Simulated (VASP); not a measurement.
# Cs2AgBiBr6: what moves the LDA gap besides the functional, part 2 of 2

Aim: test what besides the functional moves the gap of Cs2AgBiBr6. The starting structure is a cell with measured lattice constants from the literature and the atomic positions of a computed structure of the Materials Project. The atoms were first relaxed with LDA in that cell, in a run that isn't shown, and the relaxed structure is the one below.

VASP 6.6.1.

Results so far: reference 1.065 eV; cell and atoms relaxed by LDA 0.947 eV; no band path 1.065 eV.

### 5. Bands with a cutoff of 500 eV

Level of this step: LDA; plane waves and PAW (Bi_d, Cs_sv, Ag, Br) (VASP).

Against step 2 the input has ENCUT = 500.

Contents of INCAR:

```
SYSTEM = Cs2AgBiBr6
PREC = Accurate
ENCUT = 500
EDIFF = 1E-06
NELM = 100
ISMEAR = 0
SIGMA = 0.03
LREAL = .FALSE.
ALGO = Normal
GGA = CA
NBANDS = 67
LASPH = .TRUE.
LORBIT = 11
LWAVE = .FALSE.
LCHARG = .FALSE.
KPAR = 8
NCORE = 2
```

Contents of POSCAR:

```
Cs2AgBiBr6
1.0
    0.0000000000      5.6333000000      5.6333000000
    5.6333000000      0.0000000000      5.6333000000
    5.6333000000      5.6333000000      0.0000000000
Bi Cs Ag Br
1 2 1 6
Direct
    0.0000000000      0.0000000000      0.0000000000
    0.2500000000      0.2500000000      0.2500000000
    0.7500000000      0.7500000000      0.7500000000
    0.5000000000      0.5000000000      0.5000000000
    0.7461344694      0.7461344694      0.2538655306
    0.7461344694      0.2538655306      0.7461344694
    0.2538655306      0.7461344694      0.2538655306
    0.2538655306      0.7461344694      0.7461344694
    0.2538655306      0.2538655306      0.7461344694
    0.7461344694      0.2538655306      0.2538655306
```

Contents of KPOINTS:

```
Automatic mesh
0
Gamma
4 4 4
0 0 0
```

Contents of KPOINTS_OPT:

```
Line mode
8
Line-mode
Reciprocal
  0.00000000   0.00000000   0.00000000 GAMMA
  0.50000000   0.00000000   0.50000000 X

  0.50000000   0.00000000   0.50000000 X
  0.50000000   0.25000000   0.75000000 W

  0.50000000   0.25000000   0.75000000 W
  0.37500000   0.37500000   0.75000000 K

  0.37500000   0.37500000   0.75000000 K
  0.00000000   0.00000000   0.00000000 GAMMA

  0.00000000   0.00000000   0.00000000 GAMMA
  0.50000000   0.50000000   0.50000000 L

  0.50000000   0.50000000   0.50000000 L
  0.62500000   0.25000000   0.62500000 U

  0.62500000   0.25000000   0.62500000 U
  0.50000000   0.25000000   0.75000000 W

  0.50000000   0.25000000   0.75000000 W
  0.50000000   0.50000000   0.50000000 L

  0.50000000   0.50000000   0.50000000 L
  0.37500000   0.37500000   0.75000000 K

  0.62500000   0.25000000   0.62500000 U
  0.50000000   0.00000000   0.50000000 X
```

The projector-augmented-wave data sets are Bi_d, Cs_sv, Ag and Br (LDA family, release 64).

Started as:

```
> mpirun -np 16 vasp_std
```

Log:

```text
[... set-up lines as in an earlier step ...]
 entering main loop
       N       E                     dE             d eps       ncg     rms          rms(c)
DAV:   1     0.647621400558E+03    0.64762E+03   -0.35222E+04  1088   0.109E+03
DAV:   2     0.370636790286E+02   -0.61056E+03   -0.57605E+03  1260   0.245E+02
DAV:   3    -0.333467050366E+02   -0.70410E+02   -0.69719E+02  1320   0.965E+01
DAV:   4    -0.354790877298E+02   -0.21324E+01   -0.21273E+01  1256   0.200E+01
[...]
DAV:  11    -0.341758044375E+02   -0.34380E-04   -0.17613E-04  1344   0.545E-02    0.136E-02
DAV:  12    -0.341757985437E+02    0.58939E-05   -0.19630E-05  1309   0.238E-02    0.763E-03
DAV:  13    -0.341757988273E+02   -0.28363E-06   -0.47958E-06  1360   0.666E-03
   1 F= -.34175799E+02 E0= -.34175799E+02  d E =-.639074E-14
 Start KPOINTS_OPT (optional k-point list driver)
k-point batch [1-8\80]
       N       E                     dE             ncg
DAV:   1     0.663875459443E+03   -0.59628E+04     1072
DAV:   2    -0.423056995375E+04   -0.48944E+04     1251
DAV:   3    -0.481432011005E+04   -0.58375E+03     1287
DAV:   4    -0.483218399201E+04   -0.17864E+02     1272
DAV:   5    -0.483267108048E+04   -0.48709E+00     1538
DAV:   6    -0.483268134069E+04   -0.10260E-01     1328
DAV:   7    -0.483268192825E+04   -0.58756E-03     1640
DAV:   8    -0.483268193371E+04   -0.54539E-05     1120
DAV:   9    -0.483268193405E+04   -0.33916E-06      912
[...]
k-point batch [73-80\80]
       N       E                     dE             ncg
DAV:   1     0.636975261193E+03   -0.11344E+05     1088
DAV:   2    -0.426272492138E+04   -0.48997E+04     1248
DAV:   3    -0.482983396780E+04   -0.56711E+03     1319
DAV:   4    -0.484686341402E+04   -0.17029E+02     1320
DAV:   5    -0.484734633739E+04   -0.48292E+00     1557
DAV:   6    -0.484735477275E+04   -0.84354E-02     1381
DAV:   7    -0.484735523628E+04   -0.46353E-03     1672
DAV:   8    -0.484735523831E+04   -0.20328E-05     1205
DAV:   9    -0.484735523837E+04   -0.59504E-07     1016
```

Elapsed: 95 s, on 16 MPI ranks of Intel Xeon 6975P-C (Granite Rapids), shared host; peak memory 6.6 GiB; 25 min of CPU time.

OUTCAR, selected parts (step 5):

```text
  Total       -4.2952430     -4.2952430     -4.2952430      0.0000000      0.0000000      0.0000000
  in kB      -19.2477373    -19.2477373    -19.2477373      0.0000000      0.0000000      0.0000000
  external PRESSURE =     -19.2477373 kB  Pullay stress =       0.0000000 kB

 POSITION                                       TOTAL-FORCE (eV/Angst)
 -----------------------------------------------------------------------------------
      0.00000      0.00000      0.00000         0.000000      0.000000     -0.000000
      2.81665      2.81665      2.81665         0.000000      0.000000      0.000000
      8.44995      8.44995      8.44995        -0.000000      0.000000     -0.000000
      5.63330      5.63330      5.63330        -0.000000      0.000000     -0.000000
      5.63330      5.63330      8.40640         0.000000      0.000000     -0.005293
      5.63330      8.40640      5.63330         0.000000     -0.005293      0.000000
      5.63330      2.86020      5.63330         0.000000      0.005293      0.000000
      8.40640      5.63330      5.63330        -0.005293      0.000000      0.000000
      5.63330      5.63330      2.86020         0.000000      0.000000      0.005293
      2.86020      5.63330      5.63330         0.005293      0.000000      0.000000
 -----------------------------------------------------------------------------------
    total drift:                                0.000000     -0.000000      0.000000

  FREE ENERGIE OF THE ION-ELECTRON SYSTEM (eV)
  ---------------------------------------------------
  free  energy   TOTEN  =       -34.1757988273 eV

  energy  without entropy=      -34.1757988273  energy(sigma->0) =      -34.17579883

[... 1 part as in an earlier step ...]

[... 2 further parts left out ...]
[key lines of the parts left out:]
E-fermi :   1.3327
```

With a cutoff of 500 eV the gap is 1.067 eV, +0.002 eV from the reference.

### 6. Bands with a 6×6×6 mesh

Against step 2 the input has a 6×6×6 mesh (also changed: KPAR and NCORE).

INCAR, as its differences from that of step 5:

```diff
@@ -2,3 +2,3 @@
 PREC = Accurate
-ENCUT = 500
+ENCUT = 350
 EDIFF = 1E-06
@@ -15,3 +15,2 @@
 LCHARG = .FALSE.
-KPAR = 8
-NCORE = 2
+KPAR = 16
```

POSCAR is that of step 5.

Contents of KPOINTS:

```
Automatic mesh
0
Gamma
6 6 6
0 0 0
```

KPOINTS_OPT is that of step 5.

Started as:

```
> mpirun -np 16 vasp_std
```

Log:

```text
[banner, memory and clock lines left out]
running   16 mpi-ranks, on    1 nodes
[...]
|                                                                             |
|           W    W    AA    RRRRR   N    N  II  N    N   GGGG   !!!           |
|           W    W   A  A   R    R  NN   N  II  NN   N  G    G  !!!           |
|           W    W  A    A  R    R  N N  N  II  N N  N  G       !!!           |
|           W WW W  AAAAAA  RRRRR   N  N N  II  N  N N  G  GGG   !            |
|           WW  WW  A    A  R   R   N   NN  II  N   NN  G    G                |
|           W    W  A    A  R    R  N    N  II  N    N   GGGG   !!!           |
|                                                                             |
|     For optimal performance we recommend to set                             |
|       NCORE = 2 up to number-of-cores-per-socket                            |
|     NCORE specifies how many cores store one orbital (NPAR=cpu/NCORE).      |
|     This setting can greatly improve the performance of VASP for DFT.       |
[...]
1 F= -.34174591E+02 E0= -.34174591E+02  d E =-.442230E-16
 Start KPOINTS_OPT (optional k-point list driver)
k-point batch [1-16\80]
       N       E                     dE             ncg
DAV:   1    -0.287558427851E+03   -0.16649E+05     2248
DAV:   2    -0.876711988437E+04   -0.84796E+04     2596
DAV:   3    -0.965509598110E+04   -0.88798E+03     2608
DAV:   4    -0.967805757101E+04   -0.22962E+02     2613
DAV:   5    -0.967867479346E+04   -0.61722E+00     3088
DAV:   6    -0.967868656224E+04   -0.11769E-01     2720
DAV:   7    -0.967868713004E+04   -0.56780E-03     3248
DAV:   8    -0.967868713448E+04   -0.44438E-05     2304
DAV:   9    -0.967868713469E+04   -0.20416E-06     1760
[...]
k-point batch [65-80\80]
       N       E                     dE             ncg
DAV:   1    -0.311192164674E+03   -0.20003E+05     2216
DAV:   2    -0.877929088686E+04   -0.84681E+04     2585
DAV:   3    -0.966909568169E+04   -0.88980E+03     2666
DAV:   4    -0.969240005443E+04   -0.23304E+02     2600
DAV:   5    -0.969303584871E+04   -0.63579E+00     3072
DAV:   6    -0.969304933153E+04   -0.13483E-01     2672
DAV:   7    -0.969305027902E+04   -0.94749E-03     3352
DAV:   8    -0.969305028413E+04   -0.51138E-05     2256
DAV:   9    -0.969305028439E+04   -0.25764E-06     1936
```

It took 68 s on 16 MPI ranks; peak memory 9 GiB; 18 min of CPU time.

Parts of OUTCAR (step 6):

```text
  Total       -4.5725548     -4.5725548     -4.5725548      0.0000000     -0.0000000      0.0000000
  in kB      -20.4904201    -20.4904201    -20.4904201      0.0000000     -0.0000000      0.0000000
  external PRESSURE =     -20.4904201 kB  Pullay stress =       0.0000000 kB

 POSITION                                       TOTAL-FORCE (eV/Angst)
 -----------------------------------------------------------------------------------
      0.00000      0.00000      0.00000         0.000000      0.000000      0.000000
      2.81665      2.81665      2.81665         0.000000      0.000000      0.000000
      8.44995      8.44995      8.44995         0.000000     -0.000000     -0.000000
      5.63330      5.63330      5.63330         0.000000      0.000000     -0.000000
      5.63330      5.63330      8.40640         0.000000      0.000000     -0.008097
      5.63330      8.40640      5.63330         0.000000     -0.008097      0.000000
      5.63330      2.86020      5.63330         0.000000      0.008097      0.000000
      8.40640      5.63330      5.63330        -0.008097      0.000000      0.000000
      5.63330      5.63330      2.86020         0.000000      0.000000      0.008097
      2.86020      5.63330      5.63330         0.008097      0.000000      0.000000
 -----------------------------------------------------------------------------------
    total drift:                                0.000000     -0.000000     -0.000000

  FREE ENERGIE OF THE ION-ELECTRON SYSTEM (eV)
  ---------------------------------------------------
  free  energy   TOTEN  =       -34.1745910953 eV

  energy  without entropy=      -34.1745910953  energy(sigma->0) =      -34.17459110

[... 1 part as in an earlier step ...]

[... 2 further parts left out ...]
[key lines of the parts left out:]
E-fermi :   1.3440
```

With a 6×6×6 mesh the gap is 1.067 eV, +0.001 eV from the reference.

### 7. Comparison

```csv
run,gap (eV),change (eV),core minutes
reference,1.065,-,16.5
cell and atoms relaxed by LDA,0.947,-0.118,11.5
no band path,1.065,0.0,2.29
a cutoff of 500 eV,1.067,0.002,25.3
a 6×6×6 mesh,1.067,0.001,18.1
```

Core minutes are wall time times ranks of the run shown, on a shared host.

### 8. Results

```json
{
  "reference gap": "1.065 eV",
  "gap with cell and atoms relaxed by LDA": "0.947 eV",
  "gap with no band path": "1.065 eV",
  "gap with a cutoff of 500 eV": "1.067 eV",
  "gap with a 6×6×6 mesh": "1.067 eV"
}
```

**Reading.** Among the runs that read a gap along the path, the one with cell and atoms relaxed by LDA moves it most, by -0.118 eV. On finer settings it changes by +0.002 eV with a cutoff of 500 eV and +0.001 eV with a 6×6×6 mesh. The functional's own error isn't tested here. Further runs on this material are not shown.

[Lines on the potential files, build, host, timing and source positions are cut from VASP's logs without a mark.]

[Logs are printed without paths, hosts, clocks, repeated set-up lines and the standing remarks that a program may print on its own settings, such as how far it seeks lower states.]

[Hosts, paths, dates, database ids (printed as entryN), source tags and the programs' standing remarks are cut or masked in the printed files.]
